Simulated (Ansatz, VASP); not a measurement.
**NbTe4Mo in VASP and in Ansatz**

INCAR

```
SYSTEM = NbTe4Mo
ALGO = Normal
EDIFF = 1E-6
ENCUT = 520
GGA = PE
ISIF = 2
ISMEAR = 0
LASPH = .TRUE.
LCHARG = .TRUE.
LELF = .TRUE.
LREAL = .FALSE.
LVHAR = .TRUE.
LWAVE = .FALSE.
NBANDS = 34
NELM = 80
PREC = Accurate
SIGMA = 0.1
```

The input KPOINTS:

```
k-points
0
G
  6 6 2
  0 0 0
```

POSCAR

```
NbTe4Mo
1.0
    3.6233800000      0.0000000000      0.0000000000
   -1.8116900000      3.1379392000      0.0000000000
    0.0000000000      0.0000000000     14.7358984000
Nb Te Mo
1 4 1
Direct
    0.0000000000      0.0000000000      0.0000000000
    0.0000000000      0.0000000000      0.3789820000
    0.3333333000      0.6666667000      0.8732770000
    0.0000000000      0.0000000000      0.6210180000
    0.3333333000      0.6666667000      0.1267230000
    0.3333333000      0.6666667000      0.5000000000
```

Input for Ansatz:

```yaml
crystal:
  lattice:
    - [3.62338, 0.0, 0.0]
    - [-1.81169, 3.1379392, 0.0]
    - [0.0, 0.0, 14.7358984]
  atoms:
    - { symbol: Nb, position: [0.0, 0.0, 0.0] }
    - { symbol: Te, position: [0.0, 0.0, 0.378982] }
    - { symbol: Te, position: [0.3333333, 0.6666667, 0.873277] }
    - { symbol: Te, position: [0.0, 0.0, 0.621018] }
    - { symbol: Te, position: [0.3333333, 0.6666667, 0.126723] }
    - { symbol: Mo, position: [0.3333333, 0.6666667, 0.5] }
basis:
  ecutwfc: 420
kpoints:
  mp_grid: { grid: [6, 6, 2] }
hamiltonian:
  xc: pbe
scf:
  occupations: { method: gaussian, width: 0.1 }
  lower_state_search: "off"
output:
  forces: true
  stress: true
  eigenvalues: true
```

Alike in both runs: task single point; functional PBE; k mesh 6 × 6 × 2; occupations gaussian, width 0.1 eV; no spin polarisation.

|  | VASP | Ansatz |
| --- | --- | --- |
| version | VASP 6.6.1 | Ansatz 0.2.0 |
| potentials or method | VASP PAW PBE potentials, release 64 (Nb_sv, Te, Mo_sv) | scalar-relativistic, plane waves, PAW |
| plane-wave cutoff (eV) | 520 | 420 |
| valence electrons in the cell | 51 | 91 |

Ansatz gave:

```
gap on the k mesh at the Fermi level (eV)       : none
pressure (GPa)                                  : 0.1
largest component of the traceless stress (GPa) : 0.05
rms of the force components (eV/Å)              : 0.006
```

Q: Estimate VASP's values.

A: gap on the k mesh at the Fermi level (eV): none; pressure (GPa): 0.0; largest component of the traceless stress (GPa): 0.02; rms of the force components (eV/Å): 0.011.

Atom by atom the forces differ by 0.005 eV/Å (rms over components). A gap of «none» marks a metal or a gap that the smearing closes. The functional is the same, so the differences come from potentials, cutoffs and numerics. The two sets of potentials don't hold the same shells in valence.

Caveats: this functional lacks dispersion, which binds the layers, so the pressure and a relaxed spacing across them are unreliable. Spin-orbit coupling is left out, which matters for the levels of Te.
